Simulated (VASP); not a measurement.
# BaWO4 (I4_1/a) in VASP: notebook

Runs on BaWO4. Level: LDA. Tasks: relaxation of cell and atoms.

All numbers are computed with VASP 6.6.1; they aren't measurements. Logs are shortened: lines on timing, memory, paths and dates and some standing lists are left out, and cuts for length are marked.

### 1 Starting point

Symmetry: I4_1/a, No. 88, tetragonal system. The conventional cell has a = 5.667 Å, b = 5.667 Å, c = 12.739 Å, α = 90.00°, β = 90.00°, γ = 90.00°. Ba (site symmetry -4) has 8 O at 2.76 to 2.80 Å as nearest neighbours. W (site symmetry -4) is surrounded by 4 O at 1.79 Å. O (site symmetry 1) is surrounded by 1 W at 1.79 Å.

The cell is a database's computed one.

### 2 Relaxation of cell and atoms, LDA

INCAR reads:

```
PREC = Accurate ; ENCUT = 600
EDIFF = 1E-6 ; ISMEAR = 0
SIGMA = 0.03 ; LREAL = False
LASPH = True ; NELM = 80
ALGO = Normal ; ISIF = 3
LWAVE = False ; LCHARG = False
GGA = CA ; IBRION = 2
NSW = 90 ; EDIFFG = -0.01
KPAR = 4
```

KPOINTS reads:

```
Automatic mesh
0
Gamma
  8 8 8
```

POSCAR reads:

```
BaWO4
1.0
   -2.8333659050      2.8333659050      6.3692668700
    2.8333659050     -2.8333659050      6.3692668700
    2.8333659050      2.8333659050     -6.3692668700
Ba W O
2 2 8
Direct
    0.2500000000      0.7500000000      0.5000000000
    0.5000000000      0.5000000000      0.0000000000
    0.7500000000      0.2500000000      0.5000000000
    0.0000000000      0.0000000000      0.0000000000
    0.1521447700      0.0468918600      0.3562399500
    0.6906519100      0.7959048200      0.6437600500
    0.0593480900      0.4540951800      0.8562399500
    0.5459048200      0.4021447700      0.6052529100
    0.2040951800      0.8478552300      0.8947470900
    0.9531081400      0.3093480900      0.1052529100
    0.7968918600      0.9406519100      0.3947470900
    0.5978552300      0.2031081400      0.1437600500
```

Potentials or basis: VASP PAW LDA potentials, release 64 (Ba_sv, W_sv, O).

On the command line:

```
cat potpaw_LDA.64/Ba_sv/POTCAR potpaw_LDA.64/W_sv/POTCAR potpaw_LDA.64/O/POTCAR > POTCAR
mpirun -np 4 vasp_std > vasp.out
```

OUTCAR:

```text
PREC = Accurate
   ENCUT = 600
   EDIFF = 1E-6
   ISMEAR = 0
   LREAL = False
   LASPH = True
   NELM = 80
   ISIF = 3
   GGA = CA
   IBRION = 2
   NSW = 90
   EDIFFG = -0.01

 ion  position               nearest neighbor table
   1  0.250  0.750  0.500-  10 2.76   6 2.76   9 2.76   5 2.76  12 2.80   8 2.80   7 2.80  11 2.80
                             3 4.01   3 4.01   3 4.01   3 4.01   2 4.26   2 4.26   2 4.26   2 4.26
   2  0.500  0.500  0.000-  11 2.76   8 2.76   7 2.76  12 2.76   6 2.80   9 2.80   5 2.80  10 2.80
                             4 4.01   4 4.01   4 4.01   4 4.01   1 4.26   1 4.26   1 4.26   1 4.26
   3  0.750  0.250  0.500-   7 1.79   8 1.79  11 1.79  12 1.79   1 4.01   1 4.01   1 4.01   1 4.01

   4  0.000  0.000  0.000-   5 1.79   6 1.79   9 1.79  10 1.79   2 4.01   2 4.01   2 4.01   2 4.01

   5  0.152  0.047  0.356-   4 1.79   1 2.76   2 2.80
   6  0.691  0.796  0.644-   4 1.79   1 2.76   2 2.80
   7  0.059  0.454  0.856-   3 1.79   2 2.76   1 2.80
   8  0.546  0.402  0.605-   3 1.79   2 2.76   1 2.80
   9  0.204  0.848  0.895-   4 1.79   1 2.76   2 2.80
  10  0.953  0.309  0.105-   4 1.79   1 2.76   2 2.80
  11  0.797  0.941  0.395-   3 1.79   2 2.76   1 2.80
  12  0.598  0.203  0.144-   3 1.79   2 2.76   1 2.80

  LATTYP: Found a body centered tetragonal cell.
 ALAT       =     5.6667318100
 C/A-ratio  =     2.2479507002

  Lattice vectors:

 A1 = (  -2.8333659050,   2.8333659050,   6.3692668700)
 A2 = (   2.8333659050,  -2.8333659050,   6.3692668700)
 A3 = (   2.8333659050,   2.8333659050,  -6.3692668700)

Analysis of symmetry for initial positions (statically):
=====================================================================
 Subroutine PRICEL returns:
 Original cell was already a primitive cell.

 Routine SETGRP: Setting up the symmetry group for a
 body centered tetragonal supercell.

 Subroutine GETGRP returns: Found  8 space group operations
 (whereof  4 operations were pure point group operations)
 out of a pool of 16 trial point group operations.

The static configuration has the point symmetry S_4 .
 The point group associated with its full space group is C_4h.

Analysis of symmetry for dynamics (positions and initial velocities):
=====================================================================
 Subroutine PRICEL returns:
 Original cell was already a primitive cell.

 Routine SETGRP: Setting up the symmetry group for a
 body centered tetragonal supercell.

 Subroutine GETGRP returns: Found  8 space group operations
 (whereof  4 operations were pure point group operations)
 out of a pool of 16 trial point group operations.

The dynamic configuration has the point symmetry S_4 .
 The point group associated with its full space group is C_4h.

 Subroutine INISYM returns: Found  8 space group operations
 (whereof  4 operations are pure point group operations),
 and found     1 'primitive' translations

----------------------------------------------------------------------------------------

                                     Primitive cell

  volume of cell :     204.5289

  direct lattice vectors                    reciprocal lattice vectors
    -2.833365905  2.833365905  6.369266870     0.000000000  0.176468560  0.078501971
     2.833365905 -2.833365905  6.369266870     0.176468560  0.000000000  0.078501971
     2.833365905  2.833365905 -6.369266870     0.176468560  0.176468560  0.000000000

  length of vectors
     7.524857817  7.524857817  7.524857817     0.193141689  0.193141689  0.249564230

  position of ions in fractional coordinates (direct lattice)
     0.250000000  0.750000000  0.500000000
     0.500000000  0.500000000  0.000000000
     0.750000000  0.250000000  0.500000000
     0.000000000  0.000000000  0.000000000
     0.152144770  0.046891860  0.356239950
     0.690651910  0.795904820  0.643760050
     0.059348090  0.454095180  0.856239950
     0.545904820  0.402144770  0.605252910
     0.204095180  0.847855230  0.894747090
     0.953108140  0.309348090  0.105252910
     0.796891860  0.940651910  0.394747090
     0.597855230  0.203108140  0.143760050

  ion indices of the primitive-cell ions
   primitive index   ion index
                 1           1
                 2           2
                 3           3
                 4           4
                 5           5
                 6           6
                 7           7
                 8           8
                 9           9
                10          10
                11          11
                12          12

----------------------------------------------------------------------------------------

 KPOINTS: Automatic mesh

Automatic generation of k-mesh.
 Grid dimensions read from file:
 generate k-points for:    8    8    8

 Generating k-lattice:

  Cartesian coordinates                     Fractional coordinates (reciprocal lattice)
     0.000000000  0.022058570  0.009812746     0.125000000 -0.000000000  0.000000000
[... 69 lines left out ...]
   GGA     = CA    functional components
   LHFCALC =     F    Hartree Fock is set to
   AEXX    =    0.0000 exact exchange contribution
   IVDW    =     0    specifies the selected vdW correction
   LEPSILON=     F    determine dielectric tensor
   LRPA    =     F    only Hartree local field effects (RPA)
 conjugate gradient relaxation of ions
 non-spin polarized calculation
 Gauss-broadening in eV      SIGMA  =   0.03
  energy-cutoff  :      600.00
  volume of cell :      204.53
 maximum number of plane-waves:      6856
   NGX = 31   NGY = 31   NGZ = 31

--------------------------------------- Ionic step        1  -------------------------------------------

 number of electron      96.0000002 magnetization

 Free energy of the ion-electron system (eV)
  ---------------------------------------------------
  ext. energy  EPLUGINS =         0.00000000
  ---------------------------------------------------
  free energy    TOTEN  =      -109.60709057 eV

  energy without entropy =     -109.60709057  energy(sigma->0) =     -109.60709057

 E-fermi :   0.5088     XC(G=0): -10.0808

 val. band max:        0.3051146187   @ k =   0.0000   0.0000   0.0000
 cond. band min:       4.8959787285   @ k =   0.5000   0.5000   0.5000
 fundamental gap:      4.5908641098
 Fermi energy:         0.5087517635

 k-point     1 :       0.0000    0.0000    0.0000
  band No.  band energies     occupation
      1     -72.4520      2.00000
      2     -72.4518      2.00000
      3     -37.1422      2.00000
      4     -37.1422      2.00000
      5     -37.1405      2.00000
      6     -37.1405      2.00000
[... 1429 lines left out ...]
     56       6.8902      0.00000
     57       7.0278      0.00000

 [... further k-points ...]

------------------------ aborting loop because EDIFF is reached ----------------------------------------

  FORCE on cell =-STRESS in cart. coord.  units (eV):
  Direction    XX          YY          ZZ          XY          YZ          ZX
  --------------------------------------------------------------------------------------
  -------------------------------------------------------------------------------------
  Total       -5.0046149     -5.0046149     -5.1514032      0.0000000      0.0000000      0.0000000
  in kB      -39.2036483    -39.2036483    -40.3535139      0.0000001      0.0000000      0.0000000
  external PRESSURE =     -39.5869369 kB  Pullay stress =       0.0000000 kB
[... 119 lines left out ...]
  FREE ENERGIE OF THE ION-ELECTRON SYSTEM (eV)
  ---------------------------------------------------
  free  energy   TOTEN  =      -109.6750083196 eV

  energy  without entropy=     -109.6750083196  energy(sigma->0) =     -109.67500832

[... ionic steps 4 to 20 ...]

--------------------------------------- Ionic step       21  -------------------------------------------

 number of electron      95.9999997 magnetization

------------------------ aborting loop because EDIFF is reached ----------------------------------------

  FORCE on cell =-STRESS in cart. coord.  units (eV):
  Direction    XX          YY          ZZ          XY          YZ          ZX
  --------------------------------------------------------------------------------------
  -------------------------------------------------------------------------------------
  Total       -0.1015948     -0.1015948     -0.1276634      0.0000000      0.0000000     -0.0000000
  in kB       -0.8495511     -0.8495511     -1.0675405      0.0000001      0.0000000     -0.0000000
  external PRESSURE =      -0.9222142 kB  Pullay stress =       0.0000000 kB
[... 77 lines left out ...]
  energy  without entropy=     -109.7747519385  energy(sigma->0) =     -109.77475194

--------------------------------------- Ionic step       23  -------------------------------------------

 number of electron      95.9999997 magnetization

 Free energy of the ion-electron system (eV)
  ---------------------------------------------------
  ext. energy  EPLUGINS =         0.00000000
  ---------------------------------------------------
  free energy    TOTEN  =      -109.77481431 eV

  energy without entropy =     -109.77481431  energy(sigma->0) =     -109.77481431

 E-fermi :   1.0307     XC(G=0): -10.4142

 val. band max:        0.7550044473   @ k =   0.0000   0.0000   0.0000
 cond. band min:       5.3196654589   @ k =   0.5000   0.5000   0.5000
 fundamental gap:      4.5646610116
 Fermi energy:         1.0306810445

 k-point     1 :       0.0000    0.0000    0.0000
  band No.  band energies     occupation
      1     -72.0418      2.00000
      2     -72.0416      2.00000
      3     -36.7454      2.00000
      4     -36.7454      2.00000
      5     -36.7427      2.00000
      6     -36.7427      2.00000
[... 1429 lines left out ...]
     56       7.5016      0.00000
     57       7.6893      0.00000

 [... further k-points ...]

------------------------ aborting loop because EDIFF is reached ----------------------------------------

  FORCE on cell =-STRESS in cart. coord.  units (eV):
  Direction    XX          YY          ZZ          XY          YZ          ZX
  --------------------------------------------------------------------------------------
  -------------------------------------------------------------------------------------
  Total        0.0225449      0.0225449      0.0157171     -0.0000000      0.0000000      0.0000000
  in kB        0.1885825      0.1885825      0.1314697     -0.0000000      0.0000000      0.0000000
  external PRESSURE =       0.1695449 kB  Pullay stress =       0.0000000 kB
[... 27 lines left out ...]
  FREE ENERGIE OF THE ION-ELECTRON SYSTEM (eV)
  ---------------------------------------------------
  free  energy   TOTEN  =      -109.7748143125 eV

  energy  without entropy=     -109.7748143125  energy(sigma->0) =     -109.77481431

 reached required accuracy - stopping structural energy minimisation
```

Wall time 53 min (4 MPI ranks of Intel Xeon Platinum 8488C (Sapphire Rapids), shared host); peak memory 1.1 GiB.

What came out:

- Free energy: -109.7748 eV
- Relaxed volume: 15.96 Å³/atom
- Relaxed cell: a = 7.314 Å, b = 7.314 Å, c = 7.314 Å, α = 135.19°, β = 135.19°, γ = 65.24°
- Space group after relaxing (to 0.05 Å): I4_1/a (No. 88)
- Energy gained by relaxing: 14.0 meV/atom
- Ionic steps: 23
- Pressure after relaxing: 0.0 GPa
- Largest force after relaxing: 0.005 eV/Å
- Band gap on the k mesh: 4.56 eV, indirect (least direct gap 4.63 eV)

Forces on the atoms (eV/Å):
```
Ba   0.000  0.000  0.000
Ba   0.000  0.000  0.000
W    0.000  0.000  0.000
W    0.000  0.000  0.000
O   -0.004 -0.002  0.000
O    0.004  0.002  0.000
O   -0.004 -0.002  0.000
O   -0.002  0.004  0.000
O    0.002 -0.004  0.000
O   -0.002  0.004  0.000
O    0.002 -0.004  0.000
O    0.004  0.002  0.000
```

The path:
```csv
step,energy change (eV),largest force (eV/Å),pressure (GPa),volume (Å³)
1,0.0000,0.0109,-3.96,204.53
2,0.0540,1.7036,5.81,192.31
3,-0.0679,0.6910,-0.05,199.19
4,-0.1513,0.0732,0.17,192.72
5,-0.1513,0.0732,0.18,192.72
6,-0.1522,0.0902,-0.41,193.32
7,-0.1523,0.0816,-0.34,193.23
8,-0.1531,0.0700,-0.31,193.28
9,-0.1549,0.0454,-0.29,193.41
10,-0.1561,0.0839,-0.21,193.68
11,-0.1577,0.0681,-0.23,193.53
12,-0.1616,0.0351,-0.33,193.08
13,-0.1641,0.1130,-0.54,192.19
14,-0.1656,0.0566,-0.19,191.74
15,-0.1659,0.0422,0.15,191.32
16,-0.1659,0.0390,0.11,191.41
17,-0.1659,0.0385,0.06,191.46
18,-0.1663,0.0338,0.03,191.47
19,-0.1672,0.0237,-0.02,191.53
20,-0.1676,0.0337,-0.12,191.63
21,-0.1677,0.0266,-0.09,191.60
22,-0.1677,0.0242,0.12,191.47
23,-0.1677,0.0045,0.02,191.54
```

Final structure:
```
CELL_PARAMETERS angstrom
-2.78791 2.78791 6.16083
2.78791 -2.78791 6.16083
2.78791 2.78791 -6.16083
ATOMIC_POSITIONS crystal
Ba 0.25000 0.75000 0.50000
Ba 0.50000 0.50000 0.00000
W 0.75000 0.25000 0.50000
W 0.00000 0.00000 0.00000
O 0.14683 0.05537 0.36478
O 0.69059 0.78205 0.63522
O 0.05941 0.46795 0.86478
O 0.53205 0.39683 0.59146
O 0.21795 0.85317 0.90854
O 0.94463 0.30941 0.09146
O 0.80537 0.94059 0.40854
O 0.60317 0.19463 0.13522
```

Caveat: spin-orbit coupling is left out, which moves the levels of the heavy elements. A k mesh can miss the band edges.

### 3 Relaxation of cell and atoms, LDA

This run uses another cell than the first one, of 15.96 Å³/atom, 0.936 times its volume.

INCAR reads:

```
PREC = Accurate ; ENCUT = 600
EDIFF = 1E-7 ; ISMEAR = 0
SIGMA = 0.03 ; LREAL = False
LASPH = True ; NELM = 80
ALGO = Normal ; ISIF = 3
LWAVE = False ; LCHARG = False
GGA = CA ; IBRION = 2
NSW = 90 ; EDIFFG = -0.005
KPAR = 4
```

KPOINTS is that of step 2.

POSCAR reads:

```
BaWO4                                   
1.0
   -2.7879112685      2.7879112612      6.1608277267
    2.7879112685     -2.7879112612      6.1608277267
    2.7879112612      2.7879112685     -6.1608277267
  Ba              W               O             
     2     2     8
Direct
     0.2500000000000000    0.7500000000000000    0.5000000000000000
     0.5000000000000000    0.5000000000000000    0.0000000000000000
     0.7500000000000000    0.2500000000000000    0.5000000000000000
     0.0000000000000000    0.0000000000000000    0.0000000000000000
     0.1468257392967463    0.0553671082320324    0.3647769050489894
     0.6905902031830428    0.7820488342477571    0.6352230949510105
     0.0594097968169571    0.4679511657522432    0.8647769050489895
     0.5320488342477571    0.3968257392967464    0.5914586310647140
     0.2179511657522432    0.8531742607032535    0.9085413689352860
     0.9446328917679675    0.3094097968169570    0.0914586310647139
     0.8053671082320325    0.9405902031830428    0.4085413689352860
     0.6031742607032535    0.1946328917679676    0.1352230949510105
```

Potentials or basis: VASP PAW LDA potentials, release 64 (Ba_sv, W_sv, O).

On the command line:

```
cat potpaw_LDA.64/Ba_sv/POTCAR potpaw_LDA.64/W_sv/POTCAR potpaw_LDA.64/O/POTCAR > POTCAR
mpirun -np 4 vasp_std > vasp.out
```

Wall time 16 min (4 MPI ranks of Intel Xeon Platinum 8488C (Sapphire Rapids), shared host); peak memory 1 GiB.

Results (log left out):

- Free energy: -109.7494 eV
- Relaxed volume: 15.98 Å³/atom
- Relaxed cell: a = 7.317 Å, b = 7.317 Å, c = 7.317 Å, α = 135.19°, β = 135.19°, γ = 65.24°
- Space group after relaxing (to 0.05 Å): I4_1/a (No. 88)
- Energy gained by relaxing: 0.0 meV/atom
- Ionic steps: 7
- Pressure after relaxing: 0.0 GPa
- Largest force after relaxing: 0.003 eV/Å
- Band gap on the k mesh: 4.57 eV, indirect (least direct gap 4.63 eV)

Forces on the atoms (eV/Å):
```
Ba   0.000  0.000  0.000
Ba   0.000  0.000  0.000
W    0.000  0.000  0.000
W    0.000  0.000  0.000
O   -0.002  0.002 -0.001
O    0.002 -0.002 -0.001
O   -0.002  0.002  0.001
O    0.002  0.002 -0.001
O   -0.002 -0.002  0.001
O    0.002  0.002  0.001
O   -0.002 -0.002 -0.001
O    0.002 -0.002  0.001
```

Final structure:
```cif
data_structure
_symmetry_space_group_name_H-M 'P 1'
_symmetry_Int_Tables_number 1
_cell_length_a 7.3165
_cell_length_b 7.3165
_cell_length_c 7.3165
_cell_angle_alpha 135.185
_cell_angle_beta 135.185
_cell_angle_gamma 65.243
_cell_volume 191.74
loop_
_atom_site_label
_atom_site_type_symbol
_atom_site_fract_x
_atom_site_fract_y
_atom_site_fract_z
_atom_site_occupancy
Ba1 Ba 0.25000 0.75000 0.50000 1
Ba2 Ba 0.50000 0.50000 0.00000 1
W1 W 0.75000 0.25000 0.50000 1
W2 W 0.00000 0.00000 0.00000 1
O1 O 0.14678 0.05525 0.36459 1
O2 O 0.69065 0.78218 0.63540 1
O3 O 0.05935 0.46782 0.86459 1
O4 O 0.53218 0.39678 0.59153 1
O5 O 0.21782 0.85322 0.90847 1
O6 O 0.94475 0.30935 0.09153 1
O7 O 0.80525 0.94065 0.40847 1
O8 O 0.60322 0.19475 0.13540 1
```

Levels at points of the mesh, in eV from the valence-band top:
```csv
k point,band 46,band 47,band 48,band 49,band 50,band 51
"(0.00, 0.00, 0.00)",-0.34,0.00,0.00,4.63,4.84,5.12
"(0.50, 0.00, 0.00)",-0.43,-0.20,-0.13,4.88,4.96,5.03
"(0.50, 0.50, 0.00)",-0.35,-0.30,-0.30,4.73,4.73,5.17
"(0.50, 0.50, 0.50)",-0.31,-0.09,-0.09,4.57,4.57,4.90
```

Caveat: spin-orbit coupling is left out, which moves the levels of the heavy elements. A k mesh can miss the band edges.
